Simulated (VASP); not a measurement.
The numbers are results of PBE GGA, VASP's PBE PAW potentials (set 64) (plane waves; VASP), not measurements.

The input files of a VASP run:

KPOINTS:
```
Automatic mesh
0
Gamma
8 8 8
0 0 0
```

File POSCAR:
```
CoO
1
    2.5067160000     0.0000000000     0.0000000000
    0.0000000000     2.5067160000     0.0000000000
    0.0000000000     0.0000000000     2.5067160000
Co O
1 1
Direct
  0.0000000000   0.0000000000   0.0000000000
  0.5000000000   0.5000000000   0.5000000000
```

### INCAR
```
SYSTEM = CoO
PREC = Accurate
ENCUT = 520
EDIFF = 1E-6
NELM = 100
ALGO = Normal
LREAL = .FALSE.
LASPH = .TRUE.
ISMEAR = 0
SIGMA = 0.05
GGA = PE
LMAXMIX = 4
ISPIN = 2
MAGMOM = 3.0 0.0
LORBIT = 10
LWAVE = .FALSE.
LCHARG = .FALSE.
ISIF = 2
```

POTCAR, in this order: Co O (PBE.64 set). Program: vasp_std.

What VASP printed:

File OSZICAR:
```
       N       E                     dE             d eps       ncg     rms          rms(c)
DAV:   1     0.849967554412E+02    0.84997E+02   -0.76563E+03  1844   0.149E+03
DAV:   2    -0.943941713168E+01   -0.94436E+02   -0.82208E+02  1915   0.279E+02
DAV:   3    -0.148836342843E+02   -0.54442E+01   -0.53685E+01  2050   0.763E+01
DAV:   4    -0.149485332678E+02   -0.64899E-01   -0.64863E-01  2193   0.802E+00
DAV:   5    -0.149499908286E+02   -0.14576E-02   -0.14575E-02  2125   0.123E+00    0.155E+01
DAV:   6    -0.136036558688E+02    0.13463E+01   -0.22345E+01  2287   0.823E+01    0.213E+01
DAV:   7    -0.123812795412E+02    0.12224E+01   -0.84481E+00  2282   0.686E+01    0.937E+00
DAV:   8    -0.122688195633E+02    0.11246E+00   -0.60878E-01  2451   0.139E+01    0.534E+00
DAV:   9    -0.122206804999E+02    0.48139E-01   -0.99344E-01  2449   0.207E+01    0.349E+00
DAV:  10    -0.122108646877E+02    0.98158E-02   -0.83146E-02  2360   0.584E+00    0.189E+00
DAV:  11    -0.121922191037E+02    0.18646E-01   -0.14446E-01  2466   0.806E+00    0.445E-01
DAV:  12    -0.121915942501E+02    0.62485E-03   -0.10395E-02  2442   0.167E+00    0.124E-01
DAV:  13    -0.121916190466E+02   -0.24796E-04   -0.43180E-04  2178   0.283E-01    0.132E-01
DAV:  14    -0.121915149912E+02    0.10406E-03   -0.10506E-04  2663   0.205E-01    0.677E-02
DAV:  15    -0.121914931467E+02    0.21845E-04   -0.41098E-05  2673   0.153E-01    0.346E-02
DAV:  16    -0.121914921576E+02    0.98910E-06   -0.11361E-05  2380   0.534E-02    0.169E-02
DAV:  17    -0.121914925858E+02   -0.42821E-06   -0.80470E-06  2271   0.554E-02
   1 F= -.12191493E+02 E0= -.12190361E+02  d E =-.226358E-02  mag=     2.9972
```

### OUTCAR
```
------------------------ aborting loop because EDIFF is reached ----------------------------------------
  FORCE on cell =-STRESS in cart. coord.  units (eV):
  Direction    XX          YY          ZZ          XY          YZ          ZX
  --------------------------------------------------------------------------------------
  Total        3.3054808      3.3054808      3.3054808     -0.0000000      0.0000000     -0.0000000
  in kB      336.2248563    336.2248563    336.2248563     -0.0000000      0.0000000     -0.0000000
  external PRESSURE =     336.2248563 kB  Pullay stress =       0.0000000 kB
  volume of cell :       15.75
      direct lattice vectors                 reciprocal lattice vectors
     2.506716000  0.000000000  0.000000000     0.398928319  0.000000000  0.000000000
     0.000000000  2.506716000  0.000000000     0.000000000  0.398928319  0.000000000
     0.000000000  0.000000000  2.506716000     0.000000000  0.000000000  0.398928319
 POSITION                                       TOTAL-FORCE (eV/Angst)
 -----------------------------------------------------------------------------------
      0.00000      0.00000      0.00000         0.000000      0.000000      0.000000
      1.25336      1.25336      1.25336         0.000000      0.000000      0.000000
 -----------------------------------------------------------------------------------
    total drift:                               -0.000000      0.000000      0.000000
  FREE ENERGIE OF THE ION-ELECTRON SYSTEM (eV)
  ---------------------------------------------------
  free  energy   TOTEN  =       -12.1914925858 eV

  energy  without entropy=      -12.1892290081  energy(sigma->0) =      -12.19036080

 total charge

# of ion       s       p       d       tot
------------------------------------------
    1        0.334   0.444   7.257   8.035
    2        1.582   3.418   0.000   5.000
--------------------------------------------------
tot          1.916   3.862   7.257  13.035

 magnetization (x)

# of ion       s       p       d       tot
------------------------------------------
    1       -0.001   0.005   2.473   2.477
    2        0.024   0.440   0.000   0.464
--------------------------------------------------
tot          0.022   0.445   2.473   2.941
```
(Selected blocks of OUTCAR.)

File OUTCAR:
```
 val. band max:       10.6030082591   @ k =   0.5000   0.5000   0.5000

 cond. band min:      10.6612230814   @ k =   0.3750   0.3750   0.3750


 Fermi energy:        10.6387968358

 spin component 1

 k-point     1 :       0.0000    0.0000    0.0000
  band No.  band energies     occupation
      1     -10.9250      1.00000
      2       5.8426      1.00000
      3       5.8426      1.00000
      4       7.4164      1.00000
      5       7.4164      1.00000
      6       7.4164      1.00000
      7       8.1643      1.00000
      8       8.1643      1.00000
      9       8.1643      1.00000
     10      12.3267      0.00000
     11      26.9297      0.00000
     12      26.9297      0.00000
     13      32.6556      0.00000

 k-point     2 :       0.1250    0.0000    0.0000
  band No.  band energies     occupation
      1     -10.7303      1.00000
      2       5.1344      1.00000
      3       5.9029      1.00000
      4       6.8365      1.00000
      5       6.8365      1.00000
      6       7.2758      1.00000
      7       8.1784      1.00000
      8       8.8006      1.00000
      9       8.8006      1.00000
     10      13.2543      0.00000
     11      26.1874      0.00000
     12      26.9760      0.00000
     13      32.2714      0.00000

 k-point     3 :       0.2500    0.0000    0.0000
  band No.  band energies     occupation
      1     -10.2135      1.00000
      2       3.2238      1.00000
      3       6.0517      1.00000
      4       6.1473      1.00000
      5       6.1473      1.00000
      6       7.8744      1.00000
      7       8.2127      1.00000
      8       9.6396      1.00000
      9       9.6396      1.00000
     10      14.8851      0.00000
     11      24.1669      0.00000
     12      27.1085      0.00000
     13      31.1971      0.00000

 k-point     4 :       0.3750    0.0000    0.0000
  band No.  band energies     occupation
      1      -9.6073      1.00000
...
```

The moments were started parallel, and other spin orders were not tried in this run.

The structure was generated: CoO was put into the CsCl type (Pm-3m), which need not be its known phase. The cell was not relaxed at this level. The k-mesh is coarse (spacing up to 0.31 per Å, 2π included), so the numbers may not be converged in it.
